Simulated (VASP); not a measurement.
Computed with PBE GGA, VASP's PBE PAW potentials (set 64) (plane waves; VASP 6.6.1).

VASP input:

**INCAR**
```
SYSTEM = Al3Sc
PREC = Accurate; ENCUT = 400; LREAL = .False.
LASPH = .True.
EDIFF = 1E-6; NELM = 100; ALGO = Conjugate
LMAXMIX = 4
ISMEAR = 1; SIGMA = 0.1
GGA = PE
ISIF = 2
LWAVE = .False.; LCHARG = .False.
```

File POSCAR:
```
Al3Sc
1
    4.1820000000     0.0000000000     0.0000000000
    0.0000000000     4.1820000000     0.0000000000
    0.0000000000     0.0000000000     4.1820000000
Sc Al
1 3
Direct
  0.0000000000   0.0000000000   0.0000000000
  0.0000000000   0.5000000000   0.5000000000
  0.5000000000   0.0000000000   0.5000000000
  0.5000000000   0.5000000000   0.0000000000
```

**KPOINTS**
```
Automatic mesh
0
Gamma
7 7 7
0 0 0
```

POTCAR, in this order: Sc_sv Al (PBE.64 set). Program: vasp_std.

Problem. Predict the energy per atom (σ→0), pressure.

Solution. 
```json
{
 "energy per atom (σ→0)": "-4.810 eV/atom",
 "pressure": "-43.7 kbar"
}
```

**OSZICAR**
```
...
CGA:  19    -0.192407587863E+02   -0.48847E-04   -0.49166E-04   280   0.908E-04  -0.475E-05
CGA:  20    -0.192407827662E+02   -0.23980E-04   -0.24102E-04   280   0.481E-04  -0.210E-05
CGA:  21    -0.192407952397E+02   -0.12473E-04   -0.12404E-04   280   0.219E-04   0.163E-05
CGA:  22    -0.192408015837E+02   -0.63441E-05   -0.62589E-05   280   0.102E-04   0.165E-05
CGA:  23    -0.192408047128E+02   -0.31290E-05   -0.31274E-05   280   0.475E-05   0.261E-07
CGA:  24    -0.192408060482E+02   -0.13355E-05   -0.13635E-05   280   0.252E-05  -0.548E-06
CGA:  25    -0.192408067290E+02   -0.68077E-06   -0.71274E-06   280   0.132E-05  -0.396E-06
   1 F= -.19240807E+02 E0= -.19240431E+02  d E =-.112603E-02
```

The compound is Al3Sc in the L1_2 structure. The cell was not relaxed at this level. The run is one of a series of settings (ALGO = Conjugate against the base run), some of them coarse on purpose.
